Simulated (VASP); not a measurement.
An input for Ansatz (written as the equivalent of a VASP run, and not itself run):

Ansatz 0.2 input:
```yaml
crystal:
  lattice:
    - [3.5015394, -1.8832873, -0.0571804]
    - [3.5015394, 1.8832873, -0.0571804]
    - [2.5395202, 0.0000000, 3.0596821]
  atoms:
    - { symbol: As, position: [0.2307430, 0.2307430, 0.2307430] }
    - { symbol: As, position: [0.7692570, 0.7692570, 0.7692570] }
kpoints:
  mp_grid: { grid: [12, 12, 12] }
hamiltonian:
  xc: lda
  pseudopotentials: { kind: paw }
scf:
  occupations: { method: methfessel_paxton, width: 0.1 }
  max_iter: 100
relax:
  max_steps: 40
  f_tol: 0.02
  cell: {}
output: { forces: true, stress: true, eigenvalues: true }
```

**Question.** Translate this input to VASP (INCAR, KPOINTS, POSCAR, choice of POTCAR).

**Answer.** One answer among several that fit: 
KPOINTS:
```
Automatic
0
gamma
 12 12 12
0 0 0
```

POSCAR:
```
As
1.0
  3.5015394211  -1.8832873011  -0.0571804397
  3.5015394211   1.8832873011  -0.0571804397
  2.5395202170   0.0000000000   3.0596820858
As
2
Direct
  0.2307430342   0.2307430342   0.2307430342
  0.7692569658   0.7692569658   0.7692569658
```

### INCAR
```
# general
SYSTEM   =  As
PREC     =  Accurate
ENCUT    =  500
LREAL    =  .False.
LASPH    =  .True.   # aspherical one-centre terms

# electronic loop
EDIFF    =  1E-6   # SCF stop (eV)
NELM     =  100
ALGO     =  Normal
LMAXMIX  =  4   # l cut-off of mixed one-centre charges

# smearing
ISMEAR   =  1   # Methfessel-Paxton
SIGMA    =  0.1   # width (eV)

# ions
IBRION   =  2   # conjugate gradients
NSW      =  40   # most ionic steps
ISIF     =  3   # ions, shape and volume
EDIFFG   =  -0.02

# output
LWAVE    =  .False.
LCHARG   =  .False.
```

POTCAR, in this order: As (LDA.64 set). Program: vasp_std.

The two are equivalent in intent, not identical: each code has its own PAW files, so the cut-off isn't converted (ENCUT is set for VASP's; basis.ecutwfc is left out, and Ansatz then takes the one that its files recommend); Ansatz stops its SCF on the density residual and VASP on the energy change (EDIFF); Ansatz's lda is the Perdew-Wang form, while the LDA potentials of VASP carry Perdew-Zunger's.

The compound is As in the a7 structure. It was relaxed first, which changed the volume by -5 %.
